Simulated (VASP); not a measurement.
# HfIn2Se5 (P1) in VASP: relaxation of cell and atoms with PBE

Aim: the relaxation of cell and atoms of HfIn2Se5 with PBE.

Everything below comes from runs of VASP 6.6.1. Logs are shortened: lines on timing, memory, paths and dates and some standing lists are left out, and cuts for length are marked.

## (1) The structure

The typed cell holds 8 atoms: a = 3.915 Å, b = 3.840 Å, c = 18.469 Å, α = 91.36°, β = 89.18°, γ = 120.72°.

The cell was built by a generator and needn't be a form met in nature.

## (2) Relaxation of cell and atoms, PBE

Contents of INCAR:

```
SYSTEM = HfIn2Se5
PREC = Normal
ENCUT = 520
EDIFF = 1E-5
ISMEAR = 0
SIGMA = 0.15
LREAL = Auto
LASPH = .TRUE.
NELM = 80
ALGO = Fast
ISIF = 3
LWAVE = .FALSE.
LCHARG = .FALSE.
GGA = PE
IBRION = 2
NSW = 110
EDIFFG = -0.03
ISYM = 0
KPAR = 4
```

Contents of KPOINTS:

```
Automatic mesh
0
G
  7 7 2
  0 0 0
```

Contents of POSCAR:

```
HfIn2Se5
1.0
    3.9152631600     -0.0022579500      0.0286853900
   -1.9595875200      3.3022996600     -0.0473479600
    0.1283375800     -0.1705083100     18.4677784800
Hf In Se
1 2 5
Direct
    0.9696627600      0.9619000700      0.0003858300
    0.3612012900      0.7296823600      0.3863088200
    0.7054656700      0.3855165500      0.6020423300
    0.6461006500      0.3348562200      0.9200442600
    0.3332680500      0.6477953300      0.0814921100
    0.6799491000      0.3126799700      0.3215144800
    0.3461969600      0.6989658500      0.6901877300
    0.0079674200      0.9795616900      0.4932048800
```

Potentials or basis: VASP PAW PBE potentials, release 64 (Hf_pv, In_d, Se).

Launch:

```sh
$ cat potpaw_PBE.64/Hf_pv/POTCAR potpaw_PBE.64/In_d/POTCAR potpaw_PBE.64/Se/POTCAR > POTCAR
$ mpirun -np 4 vasp_std > vasp.out
```

OUTCAR:

```text
SYSTEM = HfIn2Se5
   PREC = Normal
   ENCUT = 520
   EDIFF = 1E-5
   ISMEAR = 0
   LREAL = Auto
   LASPH = .TRUE.
   NELM = 80
   ISIF = 3
   GGA = PE
   IBRION = 2
   NSW = 110
   EDIFFG = -0.03
   ISYM = 0

 ion  position               nearest neighbor table
   1  0.970  0.962  0.000-   4 2.52   5 2.61   5 2.69   4 2.72   5 2.76   4 2.80
   2  0.361  0.730  0.386-   6 2.29   6 2.60   6 2.73   8 2.81   8 2.97   8 3.20
   3  0.705  0.386  0.602-   7 2.71   7 2.77   7 2.82   8 2.84   8 3.09   8 3.10
   4  0.646  0.335  0.920-   1 2.52   1 2.72   1 2.80
   5  0.333  0.648  0.081-   1 2.61   1 2.69   1 2.76
   6  0.680  0.313  0.322-   2 2.29   2 2.60   2 2.73
   7  0.346  0.699  0.690-   3 2.71   3 2.77   3 2.82
   8  0.008  0.980  0.493-   2 2.81   3 2.84   2 2.97   3 3.09   3 3.10   2 3.20

IMPORTANT INFORMATION: All symmetrisations will be switched off!
NOSYMM: (Re-)initialisation of all symmetry stuff for point group C_1.

----------------------------------------------------------------------------------------

                                     Primitive cell

  volume of cell :     238.6609

  direct lattice vectors                    reciprocal lattice vectors
     3.915263160 -0.002257950  0.028685390     0.255500860  0.151609047 -0.000375777
    -1.959587520  3.302299660 -0.047347960     0.000154228  0.302950886  0.002795997
     0.128337580 -0.170508310 18.467778480    -0.000396466  0.000541221  0.054156117

  length of vectors
     3.915368892  3.840235425 18.469011495     0.297096169  0.302963828  0.054160272

  position of ions in fractional coordinates (direct lattice)
     0.969662760  0.961900070  0.000385830
     0.361201290  0.729682360  0.386308820
     0.705465670  0.385516550  0.602042330
     0.646100650  0.334856220  0.920044260
     0.333268050  0.647795330  0.081492110
     0.679949100  0.312679970  0.321514480
     0.346196960  0.698965850  0.690187730
     0.007967420  0.979561690  0.493204880

  ion indices of the primitive-cell ions
   primitive index   ion index
                 1           1
                 2           2
                 3           3
                 4           4
                 5           5
                 6           6
                 7           7
                 8           8

----------------------------------------------------------------------------------------

 KPOINTS: Automatic mesh

Automatic generation of k-mesh.
 Grid dimensions read from file:
 generate k-points for:    7    7    2

 Generating k-lattice:

  Cartesian coordinates                     Fractional coordinates (reciprocal lattice)
     0.036500123  0.021658435 -0.000053682     0.142857143  0.000000000  0.000000000
     0.000022033  0.043278698  0.000399428    -0.000000000  0.142857143  0.000000000
    -0.000198233  0.000270610  0.027078058     0.000000000  0.000000000  0.500000000

  Length of vectors
     0.042442310  0.043280547  0.027080136

  Shift w.r.t. Gamma in fractional coordinates (k-lattice)
     0.000000000  0.000000000  0.000000000

 Subroutine IBZKPT returns following result:
 ===========================================

 Found     50 irreducible k-points:

 Following reciprocal coordinates:
            Coordinates               Weight
  0.000000  0.000000  0.000000      1.000000
  0.142857 -0.000000  0.000000      2.000000
  0.285714 -0.000000  0.000000      2.000000
  0.428571  0.000000  0.000000      2.000000
  0.000000  0.142857 -0.000000      2.000000
  0.142857  0.142857  0.000000      2.000000
[... 16 lines left out ...]
 -0.428571  0.428571 -0.000000      2.000000
 -0.285714  0.428571 -0.000000      2.000000
 [... further k-points ...]
   k-points           NKPTS =     50   k-points in BZ     NKDIM =     50   number of bands    NBANDS=     39
   number of dos      NEDOS =    301   number of ions     NIONS =      8
   total plane-waves  NPLWV =  62208
   dimension x,y,z NGX =    24 NGY =   24 NGZ =  108
   dimension x,y,z NGXF=    48 NGYF=   48 NGZF=  216
   ions per type =               1   2   5
   NGX,Y,Z   is equivalent  to a cutoff of  10.19, 10.39,  9.72 a.u.
   NGXF,Y,Z  is equivalent  to a cutoff of  20.38, 20.78, 19.44 a.u.
 SYSTEM =  HfIn2Se5
   PREC   = normal    normal or accurate (medium, high low for compatibility)
   ISTART =      0    job   : 0-new  1-cont  2-samecut
   ICHARG =      2    charge: 1-file 2-atom 10-const
   ISPIN  =      1    spin polarized calculation?
   LNONCOLLINEAR =      F non collinear calculations
   LSORBIT =      F    spin-orbit coupling
   LASPH  =      T    aspherical Exc in radial PAW
   ENCUT  =  520.0 eV  38.22 Ry    6.18 a.u.   7.28  7.14 34.34*2*pi/ulx,y,z
   NELM   =     80;   NELMIN=  2; NELMDL= -5     # of ELM steps
   EDIFF  = 0.1E-04   stopping-criterion for ELM
   LREAL  =      T    real-space projection
   EDIFFG = -.3E-01   stopping-criterion for IOM
   NSW    =    110    number of steps for IOM
   IBRION =      2    ionic relax: 0-MD 1-quasi-New 2-CG
   NFREE  =      1    steps in history (QN), initial steepest desc. (CG)
   ISIF   =      3    stress and relaxation
   ISYM   =      0    0-nonsym 1-usesym 2-fastsym
   POTIM  = 0.5000    time-step for ionic-motion
   TEBEG  =    0.0;   TEEND  =   0.0 temperature during run
   PSTRESS=    0.0 pullay stress
   NELECT =      66.0000    total number of electrons
   NUPDOWN=      -1.0000    fix difference up-down
   EMIN   =  10.00;   EMAX   =-10.00  energy-range for DOS
   EFERMI =   0.00;   METHOD = LEGACY
   ISMEAR =     0;   SIGMA  =   0.15  broadening in eV -4-tet -1-fermi 0-gaus
   EFERMI_NEDOS =   21; number of points for ismear=-14 and -15
   IALGO  =     68    algorithm
   IMIX   =      4    mixing-type and parameters
     AMIX     =   0.40;   BMIX     =  1.00
     AMIX_MAG =   1.60;   BMIX_MAG =  1.00
  volume/ion in A,a.u.               =      29.83       201.32
  Fermi-wavevector in a.u.,A,eV,Ry     =   1.066586  2.015555 15.478054  1.137605
  Thomas-Fermi vector in A             =   2.202175
   LORBIT       =      0    0 simple, 1 ext, 2 COOP (PROOUT), +10 PAW based schemes
   GGA     = PE    functional components
   LHFCALC =     F    Hartree Fock is set to
   AEXX    =    0.0000 exact exchange contribution
   IVDW    =     0    specifies the selected vdW correction
   LEPSILON=     F    determine dielectric tensor
   LRPA    =     F    only Hartree local field effects (RPA)
 conjugate gradient relaxation of ions
 non-spin polarized calculation
 RMM-DIIS sequential band-by-band and
 Gauss-broadening in eV      SIGMA  =   0.15
  energy-cutoff  :      520.00
  volume of cell :      238.66
 maximum number of plane-waves:      6465
   NGX = 15   NGY = 15   NGZ = 69

--------------------------------------- Ionic step        1  -------------------------------------------

 number of electron      65.9999991 magnetization

 Free energy of the ion-electron system (eV)
  ---------------------------------------------------
  ext. energy  EPLUGINS =         0.00000000
  ---------------------------------------------------
  free energy    TOTEN  =       -37.93972492 eV

  energy without entropy =      -37.92679367  energy(sigma->0) =      -37.93325929

------------------------ aborting loop because EDIFF is reached ----------------------------------------

  FORCE on cell =-STRESS in cart. coord.  units (eV):
  Direction    XX          YY          ZZ          XY          YZ          ZX
  --------------------------------------------------------------------------------------
  -------------------------------------------------------------------------------------
  Total        0.6539690      9.6684114      1.7180047      1.2608711     -1.6452324     -1.2549043
  in kB        4.3902219     64.9059375     11.5333017      8.4644745    -11.0447673     -8.4244180
  external PRESSURE =      26.9431537 kB  Pullay stress =       0.0000000 kB
[... 107 lines left out ...]
  FREE ENERGIE OF THE ION-ELECTRON SYSTEM (eV)
  ---------------------------------------------------
  free  energy   TOTEN  =       -38.6284311033 eV

  energy  without entropy=      -38.6197402616  energy(sigma->0) =      -38.62408568

[... ionic steps 4 to 26 ...]

--------------------------------------- Ionic step       27  -------------------------------------------

 number of electron      65.9999989 magnetization

------------------------ aborting loop because EDIFF is reached ----------------------------------------

  FORCE on cell =-STRESS in cart. coord.  units (eV):
  Direction    XX          YY          ZZ          XY          YZ          ZX
  --------------------------------------------------------------------------------------
  -------------------------------------------------------------------------------------
  Total       -0.0672318     -0.1416124     -0.1497640     -0.0073533     -0.0980146     -0.0198247
  in kB       -0.4436407     -0.9344547     -0.9882442     -0.0485218     -0.6467664     -0.1308165
  external PRESSURE =      -0.7887799 kB  Pullay stress =       0.0000000 kB
[... 69 lines left out ...]
  energy  without entropy=      -38.9234315469  energy(sigma->0) =      -38.92343381

--------------------------------------- Ionic step       29  -------------------------------------------

 number of electron      65.9999988 magnetization

 Free energy of the ion-electron system (eV)
  ---------------------------------------------------
  ext. energy  EPLUGINS =         0.00000000
  ---------------------------------------------------
  free energy    TOTEN  =       -38.92368727 eV

  energy without entropy =      -38.92368293  energy(sigma->0) =      -38.92368510

 E-fermi :   2.5618     XC(G=0):  -8.4940

 val. band max:        2.1548713656   @ k =  -0.0000  -0.0000   0.5000
 cond. band min:       2.9736702010   @ k =  -0.0000   0.4286   0.5000
 fundamental gap:      0.8187988354
 Fermi energy:         2.5617724520

 k-point     1 :       0.0000    0.0000    0.0000
  band No.  band energies     occupation
      1     -29.1744      2.00000
      2     -29.0998      2.00000
      3     -29.0972      2.00000
      4     -12.0022      2.00000
      5     -11.9408      2.00000
      6     -11.9173      2.00000
[... 997 lines left out ...]
     38       5.1561      0.00000
     39       6.5586      0.00000

 [... further k-points ...]

------------------------ aborting loop because EDIFF is reached ----------------------------------------

  FORCE on cell =-STRESS in cart. coord.  units (eV):
  Direction    XX          YY          ZZ          XY          YZ          ZX
  --------------------------------------------------------------------------------------
  -------------------------------------------------------------------------------------
  Total        0.0642617     -0.0342376     -0.0779301     -0.0008371     -0.0880691     -0.0123574
  in kB        0.4244390     -0.2261339     -0.5147163     -0.0055292     -0.5816833     -0.0816185
  external PRESSURE =      -0.1054704 kB  Pullay stress =       0.0000000 kB
[... 23 lines left out ...]
  FREE ENERGIE OF THE ION-ELECTRON SYSTEM (eV)
  ---------------------------------------------------
  free  energy   TOTEN  =       -38.9236872689 eV

  energy  without entropy=      -38.9236829297  energy(sigma->0) =      -38.92368510

 reached required accuracy - stopping structural energy minimisation
```

Wall time 8.4 min (4 MPI ranks of Intel Xeon 6975P-C (Granite Rapids), shared host); peak memory 0.46 GiB.

What came out:

| Item | Value |
| --- | --- |
| Free energy | -38.9237 eV |
| Relaxed volume | 30.32 Å³/atom |
| Relaxed cell | a = 3.911 Å, b = 3.949 Å, c = 18.123 Å, α = 90.72°, β = 89.86°, γ = 119.91° |
| Space group after relaxing (to 0.05 Å) | P1 (No. 1) |
| Energy gained by relaxing | 123.0 meV/atom |
| Ionic steps | 29 |
| Pressure after relaxing | 0.0 GPa |
| Largest force after relaxing | 0.025 eV/Å |
| Band gap on the k mesh | 0.82 eV, indirect (least direct gap 1.17 eV) |

Forces in eV/Å, atoms in the order of the input:
```
Hf  -0.001 -0.005  0.008
In   0.003  0.004  0.000
In  -0.005  0.004  0.001
Se   0.007  0.023  0.000
Se  -0.002 -0.009  0.013
Se  -0.005  0.007 -0.003
Se   0.004  0.000 -0.013
Se  -0.001 -0.024 -0.007
```

Stress tensor (GPa, compression positive):
```
 0.04  0.00 -0.01
 0.00 -0.02 -0.06
-0.01 -0.06 -0.05
```

The path:
```tsv
step	energy change (eV)	largest force (eV/Å)	pressure (GPa)	volume (Å³)
1	0.0000	4.1356	2.69	238.66
2	-0.5751	1.1933	-3.21	256.15
3	-0.6887	1.2412	-1.69	249.73
4	-0.8744	0.5644	0.21	240.80
5	-0.8846	0.4847	0.97	238.12
6	-0.9360	0.2333	0.06	240.74
7	-0.9366	0.2302	-0.01	241.04
8	-0.9504	0.2019	-0.13	241.17
9	-0.9540	0.1843	-0.17	241.26
10	-0.9586	0.1562	0.09	240.03
11	-0.9594	0.1455	0.40	238.74
12	-0.9618	0.1542	0.44	238.84
13	-0.9669	0.1335	0.29	239.15
14	-0.9673	0.2082	0.08	239.75
15	-0.9688	0.1496	0.19	239.46
16	-0.9720	0.1232	0.03	240.22
17	-0.9744	0.1468	-0.34	241.52
18	-0.9765	0.1248	-0.15	241.37
19	-0.9782	0.1024	-0.04	241.17
20	-0.9778	0.1376	0.26	240.78
21	-0.9785	0.0968	0.11	241.02
22	-0.9802	0.0785	0.10	241.25
23	-0.9826	0.0460	0.06	241.94
24	-0.9827	0.0508	0.05	242.08
25	-0.9833	0.0395	-0.02	242.44
26	-0.9834	0.0519	-0.12	242.93
27	-0.9837	0.0356	-0.08	242.80
28	-0.9837	0.0348	-0.05	242.75
29	-0.9840	0.0246	-0.01	242.58
```

Final structure:
```yaml
crystal:
  lattice:
    - [3.91077, -0.00816, 0.00583]
    - [-1.96226, 3.42698, -0.02464]
    - [0.01643, -0.12206, 18.12226]
  atoms:
    - { symbol: Hf, position: [0.98376, 0.98344, 0.00079] }
    - { symbol: In, position: [0.36764, 0.71462, 0.39124] }
    - { symbol: In, position: [0.69211, 0.38282, 0.60622] }
    - { symbol: Se, position: [0.64773, 0.30846, 0.91804] }
    - { symbol: Se, position: [0.31692, 0.65208, 0.08340] }
    - { symbol: Se, position: [0.68941, 0.36236, 0.31490] }
    - { symbol: Se, position: [0.36815, 0.72910, 0.68226] }
    - { symbol: Se, position: [0.98408, 0.91808, 0.49834] }
```

Caveat: spin-orbit coupling is left out, which moves the levels of the heavy elements; an odd mesh through Γ misses points on the zone boundary, where band edges often lie.
